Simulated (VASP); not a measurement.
Data:

```
InP
1.0
    0.00000     2.94477     2.94477
    2.94477     0.00000     2.94477
    2.94477     2.94477     0.00000
In P
1 1
Direct
  0.00000   0.00000   0.00000
  0.25000   0.25000   0.25000
```

Computed with PBE GGA with D4 dispersion, VASP's PBE PAW potentials (set 64) (plane waves; VASP 6.6.1). Settings: 520 eV cut-off, 9×9×9 Γ-centred mesh, tetrahedra with Blöchl corrections, potentials In_d P.

Unless said otherwise, spin-orbit coupling is left out, though it shifts the bands of the heavy elements here.

Problem. What does the run give for the energy per atom (σ→0), band gap (on the k-mesh) with the smallest direct gap where there is one?

Solution. 
```yaml
band gap (on the k-mesh): 0.63 eV
smallest direct gap (on the k-mesh): 0.63 eV
energy per atom (σ→0): -437.0 kJ/mol of atoms
```

The absolute energy has meaning only against runs of the same code, potentials and settings.

The compound is InP in the zinc blende structure. It was relaxed first.
